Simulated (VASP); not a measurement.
A run of VASP 6.6.1:

The input INCAR:

```
  PREC = Accurate
  ENCUT = 520
  EDIFF = 1E-7
  ISMEAR = 0
  SIGMA = 0.1
  LREAL = False
  LASPH = True
  NELM = 120
  ALGO = Normal
  ISIF = 3
  LWAVE = False
  LCHARG = False
  GGA = PE
  IBRION = 2
  NSW = 60
  EDIFFG = -0.005
  POTIM = 0.3
  KPAR = 4
```

Contents of KPOINTS:

```
Automatic mesh
0
Gamma
  12 12 4
```

Contents of POSCAR:

```
GeB2C2                                  
1.0
    2.7499011596     -0.0000000000     -0.0000000000
   -1.3749505848      2.3814842615     -0.0000000000
   -0.0000000000     -0.0000000000      8.0125863180
  Ge              B               C             
     1     2     2
Direct
     0.0000000000000000    0.0000000000000000    0.0000000000000000
     0.6666666699999979    0.3333333300000021    0.7095023637626698
     0.3333333300000021    0.6666666699999979    0.2904976362373300
     0.3333333300000021    0.6666666699999979    0.7135483583188167
     0.6666666699999979    0.3333333300000021    0.2864516416811834
```

Potentials or basis: VASP PAW PBE potentials, release 64 (Ge_d, B, C).

The run is started by

```console
$ cat potpaw_PBE.64/Ge_d/POTCAR potpaw_PBE.64/B/POTCAR potpaw_PBE.64/C/POTCAR > POTCAR
$ mpirun -np 4 vasp_std > vasp.out
```

Hardware: 4 MPI ranks on AMD EPYC 7R43 64-Core Processor (Zen 3), on a shared host.

How long does it take, and how much memory?

Run time: 40 s on 4 MPI ranks on AMD EPYC 7R43 64-Core Processor (Zen 3) (shared host), peak memory 0.17 GiB a rank. Counts: scf iterations 23, k points 69, ion steps 2.
